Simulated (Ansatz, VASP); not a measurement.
**Cross-check of SnSe2 between VASP and Ansatz**

Wanted: the spread between two codes on one cell, functional and k mesh. The start cell is built, not measured: As first built, before any earlier steps moved the atoms (in the runner's words): it takes the SnS2 structure with some of its atoms replaced by other elements, volume scaled by an estimate. The cell is taken from a series of VASP runs on this material, whose earlier steps may have relaxed, scaled or displaced it; both programs get it as it stands.

Calculated with Ansatz 0.2.0; plane waves, with VASP 6.6.1 beside it; relaxation of cell and atoms at LDA.

### Step 1. Starting point

The structure is trigonal, space group P-3m1 (No. 164). Conventional cell: a = 3.805 Å, b = 3.805 Å, c = 5.960 Å, α = 90.00°, β = 90.00°, γ = 120.00°. Nearest to Sn lie 6 Se at 2.70 Å. Nearest to Se lie 3 Sn at 2.70 Å. As first built, before any earlier steps moved the atoms (in the runner's words): sites of the SnS2 structure (space group 164) filled with other elements, volume scaled by an estimate. Farther neighbours and most contacts between anions are not listed.

Coordinates:

```cif
data_structure
_symmetry_space_group_name_H-M 'P-3m1'
_symmetry_Int_Tables_number 164
_cell_length_a 3.8048
_cell_length_b 3.8048
_cell_length_c 5.9599
_cell_angle_alpha 90.000
_cell_angle_beta 90.000
_cell_angle_gamma 120.000
_cell_volume 74.72
loop_
_atom_site_label
_atom_site_type_symbol
_atom_site_symmetry_multiplicity
_atom_site_Wyckoff_symbol
_atom_site_fract_x
_atom_site_fract_y
_atom_site_fract_z
_atom_site_occupancy
Sn1 Sn 1 a 0.00000 0.00000 0.00000 1
Se1 Se 2 d 0.33333 0.66667 0.26367 1
```

### Step 2. Ansatz: relaxation of cell and atoms, LDA

Ansatz runs on its default PAW (the set named soft_2) files.

The relaxed volume is the usual yardstick between codes: its relative difference is about their pressure difference at one cell divided by the bulk modulus.

Contents of input.yaml:

```yaml
crystal:
  lattice:
    - [3.8047695997, 0.0, 0.0]
    - [-1.9023847999, 3.2950275386, 0.0]
    - [0.0, 0.0, 5.9598504744]
  atoms:
    - { symbol: Sn, position: [0.0, 0.0, 0.0] }
    - { symbol: Se, position: [0.33333333, 0.66666667, 0.263667156] }
    - { symbol: Se, position: [0.66666667, 0.33333333, 0.736332844] }
hamiltonian:
  xc: lda
  pseudopotentials: { kind: paw }
kpoints:
  mp_grid: { grid: [7, 7, 4] }
scf:
  occupations: { method: fermi_dirac, width: 0.05 }
relax:
  f_tol: 0.01
  max_steps: 60
  cell: { stress_tol: 0.05 }
output:
  forces: true
  stress: true
  write_density: true
  write_potential: true
  elf: true
  volumetric_format: npy
```

Started as:

```sh
$ ansatz run input.yaml --threads 4 --pin off --max-ram 9216MiB --backend cpu --events-out ev --progress --plain --runs-dir out
```

Numbers of over 12 decimals in the logs are rounded to 6 here.

What it wrote:

```text
Engine: ansatz 0.2.0, x86_64-unknown-linux-gnu
Pseudopotentials: kind: paw
Pseudopotential: Sn, paw, valence charge 14, recommended cutoff 420 eV (normal), Sn.paw.azcp
Pseudopotential: Se, paw, valence charge 16, recommended cutoff 420 eV (normal), Se.paw.azcp
Functional definition: SPW92
  exchange = slater_x
  correlation = pw_c
Crystal: 3 atoms, lattice volume = 74.718 Å³
Basis set: ecut = 420 eV, 1459 PW (Γ)
Bands: 28, of which v1, the nominal top of the filled ones, is band 23 counted from 1 (22 counted from 0)
Symmetry: 12 space group operations
Space group: P-3m1 (ITA 164), of the structure as read, at distance tolerance 4.2e-5 Å
k-points: 28 of 196
Non-local potential: Sn, projectors of the file, l = 0: 2, l = 1: 2, l = 2: 2, l = 3: 2
Non-local potential: Se, projectors of the file, l = 0: 2, l = 1: 2, l = 2: 3, l = 3: 1
PAW form: soft (Blöchl's): semilocal exchange-correlation on the pseudo side does not see the compensation charge
PAW frozen core: Sn, regenerated for the run's functional, and the local potential with it (the file was generated under x = pbe(κ = 0.804, μ = 0.219515), c = pbe(β = 0.066725))
PAW frozen core: Se, regenerated for the run's functional, and the local potential with it (the file was generated under x = pbe(κ = 0.804, μ = 0.219515), c = pbe(β = 0.066725))
PAW one-centre angular grid: Sn, 590 points (default); XC on 64 Gauss nodes
PAW one-centre angular grid: Se, 590 points (default); XC on 64 Gauss nodes
Initial density: superposition of atomic densities (neutral atoms: chi_scale 0, normalization atom), corrected by the library's trained network
Initial wavefunctions: pseudopotential atomic-orbital guess
Functional: x = slater, c = lda
SCF iter   1: F=—  HF=-16647.029861 eV  |F-HF|=—  |Δ(HF+E_count)|=         —  Δρ=5.38e-3  dr2=9.61e-3  ethr=1.77e-3  ⟨swp⟩=6.3  Hψ=3454  notcnv=0
preconditioner: auto → Resta (q_TF=auto, 2.516 Å⁻¹)  ε∞=2.9  [insulator: Δε(μ)=0.463 eV  Ē_g=16.021 eV  σ=0.050 eV  W_gap=0.98  n_scr=22 (ndim 8)  ℏωp=21.9 eV  f_vac=0.040  D(μ)=0.03/eV (n_scr^D=0)  ε∞_Penn≈2.9]
SCF iter   2: F=—  HF=-16647.024495 eV  |F-HF|=—  |Δ(HF+E_count)|=   5.37e-3  Δρ=2.66e-3  dr2=2.45e-3  ethr=2.09e-5  ⟨swp⟩=2.0  Hψ=1492  notcnv=0  defer=1
SCF iter   3: F=—  HF=-16647.023770 eV  |F-HF|=—  |Δ(HF+E_count)|=   7.25e-4  Δρ=3.77e-4  dr2=1.03e-4  ethr=5.32e-6  ⟨swp⟩=3.0  Hψ=1535  notcnv=0  defer=1
SCF iter   4: F=—  HF=-16647.023750 eV  |F-HF|=—  |Δ(HF+E_count)|=   1.94e-5  Δρ=1.21e-4  dr2=2.16e-5  ethr=2.24e-7  ⟨swp⟩=2.0  Hψ=1416  notcnv=0  defer=1
SCF iter   5: F=—  HF=-16647.023738 eV  |F-HF|=—  |Δ(HF+E_count)|=   1.26e-5  Δρ=2.76e-5  dr2=6.15e-7  ethr=4.69e-8  ⟨swp⟩=2.0  Hψ=1416  notcnv=0  defer=1
SCF iter   6: F=—  HF=-16647.023738 eV  |F-HF|=—  |Δ(HF+E_count)|=   1.72e-7  Δρ=1.28e-5  dr2=1.15e-7  ethr=2.17e-10  ⟨swp⟩=8.8  Hψ=4944  notcnv=0
SCF iter   7: F=-16647.023738 eV  HF=-16647.023738 eV  |F-HF|=1.43e-9  |Δ(HF+E_count)|=   1.20e-8  Δρ=2.20e-6  dr2=4.82e-9  ethr=2.17e-10  ⟨swp⟩=8.0  Hψ=4542  notcnv=0
SCF 1 converged in 7 iterations: F = -16647.023738 eV  dr2 = 4.82e-9
  greatest PAW one-centre occupation: 1.000 electrons in one spin orbital (limit 2), on the Se atom at site 2 (counted from 0), in its partial waves of l = 2
relax step   1: F+E_penalty+E_count = -16647.02373755 eV  Δ(F+E_penalty+E_count) = +0.000e0 eV  max|allowed force component| = 5.011e-2 eV/Å  Δτ_max = 0.0000 Å  P = -0.192 GPa  Ω = 74.718 Å³  (7 SCF iters, dr2 threshold 1.00e-7 eV, accepted)
[...]
relax step   2: F+E_penalty+E_count = -16647.01828025 eV  Δ(F+E_penalty+E_count) = +5.457e-3 eV  max|allowed force component| = 2.010e-1 eV/Å  Δτ_max = 0.0512 Å  P = +0.071 GPa  Ω = 72.714 Å³  energy of the carried Pulay correction = +5.968e-4 eV  (6 SCF iters, dr2 threshold 1.57e-7 eV, rejected (line search))
[...]
relax step   3: F+E_penalty+E_count = -16647.02537585 eV  Δ(F+E_penalty+E_count) = -1.638e-3 eV  max|allowed force component| = 3.970e-4 eV/Å  Δτ_max = 0.0164 Å  P = -0.043 GPa  Ω = 73.987 Å³  energy of the carried Pulay correction = +2.159e-4 eV  (9 SCF iters, accepted)
[...]
relax step   4: F+E_penalty+E_count = -16647.02563338 eV  Δ(F+E_penalty+E_count) = -2.575e-4 eV  max|allowed force component| = 2.295e-2 eV/Å  Δτ_max = 0.0031 Å  P = +0.095 GPa  Ω = 73.746 Å³  energy of the carried Pulay correction = +2.873e-4 eV  (4 SCF iters, dr2 threshold 7.58e-8 eV, accepted)
[...]
relax step   5: F+E_penalty+E_count = -16647.02573581 eV  Δ(F+E_penalty+E_count) = -1.024e-4 eV  max|allowed force component| = 8.280e-3 eV/Å  Δτ_max = 0.0031 Å  P = -0.002 GPa  Ω = 73.742 Å³  energy of the carried Pulay correction = +2.887e-4 eV  (4 SCF iters, dr2 threshold 3.29e-8 eV, accepted)
[...]
relax step   6: F+E_penalty+E_count = -16647.02546079 eV  Δ(F+E_penalty+E_count) = +2.750e-4 eV  max|allowed force component| = 8.496e-3 eV/Å  Δτ_max = 0.0000 Å  P = -0.003 GPa  Ω = 73.742 Å³  stress off target by 4.32e-3 GPa  SCF on the basis re-selected at this cell (its energy is not comparable with the rows above)  (5 SCF iters)
basis re-selected at this cell: Δ(F+E_penalty+E_count) = +2.750e-4 eV, ΔP = -0.001 GPa vs the last step (what re-selecting the basis moved, of the pressure what is left beyond the Pulay correction that the steps carried, after the strain that the cell walked since its last selection, with what the two solves' SCF thresholds leave and, on support functions, any second-order correction that the steps lacked; it is no m [...]
SCF converged after 5 iterations
Free energy (F): -16647.025461 eV
Harris-Foulkes:  -16647.025461 eV  (|F-HF|=7.28e-12)
Internal energy: -16647.024771 eV  (E = F + TS)
E sigma→0 (E₀):  -16647.025116 eV
Entropy (-TS):   -0.000690 eV (-0.230 meV/atom)
Fermi energy:    8.916229 eV
--- Per-component energies (eV) ---
  E_band       = -844.418922
  E_kinetic    = 427.986262
  E_local      = -5754.165612  (includes V_loc(G=0)·N_el)
  E_nonlocal   = -1204.880283
  E_hartree    = 2958.459783
  E_xc         = -585.652588
  E_vxc        = -295.274625  (∫ρ·V_xc dr)
  E_paw        = -7653.143335  (= ΣΔE_a)
  E_vpaw       = 64.997017  (= ΣTr[D̂ρ^β])
  E_aug_tail   = -0.001274  (compensation charges beyond the density's cutoff)
  E_ewald      = -4840.487346
  E_core_change = 4.859623  (= ΣΔE_core)
  E_smearing   = -0.000690  (= −TS)
  E_closure    = -0.000000  (closes the sum)
  Σ components = -16647.025461   (vs F -16647.025461, Δ=0.00e0)
--- Forces (eV/Å), atoms counted from 1 ---
  atom   1  Sn     0.00000000     0.00000000     0.00000000
  atom   2  Se    -0.00000000    -0.00000000     0.00849578
  atom   3  Se     0.00000000     0.00000000    -0.00849578
  max |Σ_I F_I| component: 9.25e-18 eV/Å
--- Stress (GPa, compression-positive) ---
       -0.004323      -0.000000      -0.000000
       -0.000000      -0.004323      -0.000000
       -0.000000      -0.000000      -0.000848
  P = ⅓ Tr σ = -0.0032 GPa (-0.032 kbar)
--- Band table (eV; the first three rows and the last of 28) ---
  k-point 0: bands = [... 19 lower, 7.9289, 8.0968, 8.0968, 8.6478, 9.3153, 11.4819, 13.1496, 13.1496, ... 1 higher]
  k-point 1: bands = [... 19 lower, 7.8027, 7.8027, 8.2808, 8.2808, 10.4434, 11.4869, 12.9163, 12.9163, ... 1 higher]
  k-point 2: bands = [... 19 lower, 7.7388, 7.7388, 8.4057, 8.4057, 11.1478, 11.3405, 12.7002, 12.7002, ... 1 higher]
  k-point 27: bands = [... 19 lower, 4.3083, 4.9767, 8.1996, 8.2624, 10.8290, 12.7409, 13.1097, 14.3225, ... 1 higher]
--- Relaxed structure (5 steps of the walk, 4 accepted, 1 SCFs on fresh bases) ---
  F+E_penalty+E_count = -16647.02546079 eV   max|allowed force component| = 8.496e-3 eV/Å   (the final SCF, on the basis selected at the relaxed cell)
  cell:  # Å, volume = 73.7417 Å³
    - [3.802416, 2.884972240395226e-11, 0]
    - [-1.901208, 3.292989, -6.781103111029338e-18]
    - [0, -1.2265258069124753e-17, 5.889295]
  atoms:
    - { symbol: Sn, position: [0, 0, 0] }
    - { symbol: Se, position: [0.333333, 0.666667, 0.267459] }
    - { symbol: Se, position: [0.666667, 0.333333, 0.732541] }
```

Elapsed: 3.4 s, on 4 threads of Intel Xeon Platinum 8488C (Sapphire Rapids), shared host; peak memory 0.49 GiB; 12 s of CPU time.

### Step 3. VASP: relaxation of cell and atoms, LDA

The same cell, functional (in two slightly different forms), mesh and smearing now go to VASP, with its own data sets and cutoff.

Lines of VASP's logs that name or quote its potential files are left out, and so is its time.

Contents of INCAR:

```
SYSTEM = SnSe2
PREC = Accurate
ENCUT = 400
EDIFF = 1E-06
NELM = 100
ISMEAR = -1
SIGMA = 0.05
LREAL = .FALSE.
ALGO = Normal
GGA = CA
NBANDS = 19
LORBIT = 11
LWAVE = .FALSE.
LCHARG = .FALSE.
IBRION = 2
NSW = 60
ISIF = 3
EDIFFG = -0.01
```

Contents of POSCAR:

```
SnSe2
1.0
    3.8047695997      0.0000000000      0.0000000000
   -1.9023847999      3.2950275386      0.0000000000
    0.0000000000      0.0000000000      5.9598504744
Sn Se
1 2
Direct
    0.0000000000      0.0000000000      0.0000000000
    0.3333333300      0.6666666700      0.2636671560
    0.6666666700      0.3333333300      0.7363328440
```

Contents of KPOINTS:

```
Automatic mesh
0
Gamma
7 7 4
0 0 0
```

PAW data sets: Sn_d and Se (LDA family, release 64).

Started as:

```sh
$ mpirun -np 1 vasp_std
```

What it wrote:

```text
[banner, memory and clock lines left out]
running    1 mpi-ranks, on    1 nodes
 distrk:  each k-point on    1 cores,    1 groups
 distr:  one band on    1 cores,    1 groups

 POSCAR found type information on POSCAR SnSe
 POSCAR found :  2 types and       3 ions
 LDA part: xc-table for (Slater(with rela. corr.)+CA(PZ))
 , standard interpolation
 POSCAR, INCAR and KPOINTS ok, starting setup
 FFT: planning ... GRIDC
 FFT: planning ... GRID_SOFT
 FFT: planning ... GRID
 WAVECAR not read
 entering main loop
       N       E                     dE             d eps       ncg     rms          rms(c)
DAV:   1     0.180693845337E+03    0.18069E+03   -0.10601E+04  1076   0.130E+03
DAV:   2     0.589733881624E+01   -0.17480E+03   -0.16857E+03  1168   0.347E+02
DAV:   3    -0.134360864294E+02   -0.19333E+02   -0.18864E+02  1316   0.107E+02
DAV:   4    -0.140650020829E+02   -0.62892E+00   -0.62750E+00  1309   0.204E+01
DAV:   5    -0.140797761215E+02   -0.14774E-01   -0.14773E-01  1417   0.317E+00    0.528E+00
DAV:   6    -0.138224332263E+02    0.25734E+00   -0.50054E-01  1574   0.756E+00    0.336E+00
DAV:   7    -0.137910151656E+02    0.31418E-01   -0.14189E-01  1223   0.235E+00    0.961E-01
DAV:   8    -0.137878135273E+02    0.32016E-02   -0.10027E-02  1354   0.982E-01    0.266E-01
DAV:   9    -0.137875779783E+02    0.23555E-03   -0.11367E-03  1185   0.240E-01    0.795E-02
DAV:  10    -0.137875766306E+02    0.13477E-05   -0.89318E-05  1210   0.630E-02    0.290E-02
DAV:  11    -0.137875784846E+02   -0.18540E-05   -0.10439E-05  1154   0.194E-02    0.453E-03
DAV:  12    -0.137875782030E+02    0.28165E-06   -0.84266E-07   691   0.655E-03
   1 F= -.13787578E+02 E0= -.13787384E+02  d E =-.137876E+02
[... from here on, the cycles between the ionic steps are left out ...]
   2 F= -.13788042E+02 E0= -.13787845E+02  d E =-.464121E-03
   3 F= -.13788230E+02 E0= -.13788029E+02  d E =-.652079E-03
   4 F= -.13788539E+02 E0= -.13788331E+02  d E =-.309154E-03
   5 F= -.13788567E+02 E0= -.13788354E+02  d E =-.336426E-03
   6 F= -.13788743E+02 E0= -.13788518E+02  d E =-.176547E-03
   7 F= -.13789142E+02 E0= -.13788872E+02  d E =-.575165E-03
   8 F= -.13789311E+02 E0= -.13788924E+02  d E =-.743845E-03
   9 F= -.13789420E+02 E0= -.13789005E+02  d E =-.109781E-03
  10 F= -.13789475E+02 E0= -.13789070E+02  d E =-.164278E-03
  11 F= -.13789475E+02 E0= -.13789070E+02  d E =-.164437E-03
  12 F= -.13789432E+02 E0= -.13789037E+02  d E =-.121920E-03
  13 F= -.13789474E+02 E0= -.13789071E+02  d E =-.163210E-03
  14 F= -.13789474E+02 E0= -.13789071E+02  d E =-.163787E-03
  15 F= -.13789475E+02 E0= -.13789071E+02  d E =-.164280E-03
 curvature:  -0.02 expect dE=-0.131E-05 dE for cont linesearch -0.185E-06
 ZBRENT: accuracy reached
 trial: gam=-0.03690 g(F)=  0.310E-04 g(S)=  0.280E-04 ort = 0.657E-04 (trialstep = 0.914E+00)
 search vector abs. value=  0.548E-04
 bond charge predicted
       N       E                     dE             d eps       ncg     rms          rms(c)
DAV:   1    -0.137895631946E+02   -0.87612E-04   -0.23344E-03  1201   0.441E-01    0.409E-02
DAV:   2    -0.137895233272E+02    0.39867E-04   -0.13220E-04  1295   0.126E-01    0.218E-02
DAV:   3    -0.137895099427E+02    0.13384E-04   -0.33429E-05  1372   0.781E-02    0.687E-03
DAV:   4    -0.137895092198E+02    0.72290E-06   -0.29774E-06   865   0.152E-02
  16 F= -.13789509E+02 E0= -.13789102E+02  d E =-.343858E-04
 trial-energy change:   -0.000034  1 .order   -0.000037   -0.000052   -0.000022
 step:   1.5939(harm=  1.5939)  dis= 0.00142  next Energy=   -13.789520 (dE=-0.451E-04)
 reached required accuracy - stopping structural energy minimisation
```

[end of part 1 of 2]

[Lines on the potential files, build, host, timing and source positions are cut from VASP's logs without a mark.]

[Logs are printed without paths, hosts, clocks, repeated set-up lines and the standing remarks that a program may print on its own settings, such as how far it seeks lower states.]

[Hosts, paths, dates, database ids (printed as entryN), source tags and the programs' standing remarks are cut or masked in the printed files.]
